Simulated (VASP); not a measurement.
Input:

```yaml
crystal:
  lattice:
    - [2.68979, 0.00000, 0.00000]
    - [-1.34490, 2.32943, 0.00000]
    - [0.00000, 0.00000, 4.37850]
  atoms:
    - { symbol: Ni, position: [0.66667, 0.33333, 0.80300], spin: 2.0 }
    - { symbol: Ni, position: [0.33333, 0.66667, 0.25400], spin: 2.0 }
    - { symbol: H, position: [0.00000, 0.00000, 0.02700] }
```

Calculation: PBEsol GGA, VASP's PBE PAW potentials (set 64) (plane waves; VASP 6.6.1). Numerical set-up: 300 eV cut-off, 14×14×8 Γ-centred mesh, Gaussian smearing of 0.27 eV, potentials Ni H.

At this cut-off the stress carries a Pulay error, which pulls relaxed volumes low.

Which forces act on the atoms, in eV/Å?

```
atom     Fx     Fy      Fz
----  -----  -----  ------
Ni1   0.000  0.000  -1.008
Ni2   0.000  0.000   1.000
H3    0.000  0.000   0.008
```

Give the stress tensor in GPa (positive for a compressed cell).

```
-21.27    0.00    0.00
  0.00  -21.27    0.00
  0.00    0.00  -19.34
```
The pressure is its mean diagonal, -20.63 GPa.

The structure comes from a measured Ni2H entry of the Crystallography Open Database, whose conditions weren't checked. The cell was not relaxed at this level.
